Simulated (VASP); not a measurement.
Given:

```
TiO2
1.0
    4.49849     0.00000     0.00000
    0.00000     4.49849     0.00000
    0.00000     0.00000     2.91703
Ti O
2 4
Cartesian
  0.00000   0.00000   0.00000
  2.24925   2.24925   1.45851
  1.36054   1.36054   0.00000
  3.60979   0.88870   1.45851
  0.88870   3.60979   1.45851
  3.13795   3.13795   0.00000
```

Level of theory: PBE GGA, VASP's PBE PAW potentials (set 64) (plane waves; VASP). Numerical set-up: 620 eV cut-off, 5×5×8 Γ-centred mesh, Gaussian smearing of 0.050 eV, potentials Ti_sv O.

Problem. Estimate the energy per atom (σ→0), pressure, band gap (on the k-mesh) with the smallest direct gap where there is one.

Solution. 
The band gap (on the k-mesh) is 1.90 eV and the smallest direct gap (on the k-mesh) is 1.90 eV. The energy per atom (σ→0) is -8.897 eV/atom. The pressure comes out as 20.12 GPa.

Only differences to runs with the same potentials and settings are physical.

The compound is TiO2 in the rutile structure. It was relaxed first under an external pressure of 20 GPa.
